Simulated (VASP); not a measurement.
```
CELL_PARAMETERS angstrom
      0.00000     2.23511     2.23511
      2.23511     0.00000     2.23511
      2.23511     2.23511     0.00000
ATOMIC_POSITIONS crystal
  Hf 0.00000 0.00000 0.00000
  N  0.50000 0.50000 0.50000
```

These are rev-vdW-DF2, VASP's PBE PAW potentials (set 64) (plane waves; VASP) values and carry that method's errors. Run with 520 eV cut-off, 14×14×14 Γ-centred mesh, first-order Methfessel-Paxton smearing of 0.10 eV, potentials Hf_pv N.

Question: Give the stress tensor in GPa (positive for a compressed cell).

Answer: 
```
9.19  0.00  0.00
0.00  9.19  0.00
0.00  0.00  9.19
```
The pressure is its mean diagonal, 9.19 GPa.

The compound is HfN in the rock salt structure. This cell is one point of a volume scan, at 0.97 of the reference volume. The electron count is odd and the run is not spin-polarised, which forces a metal.
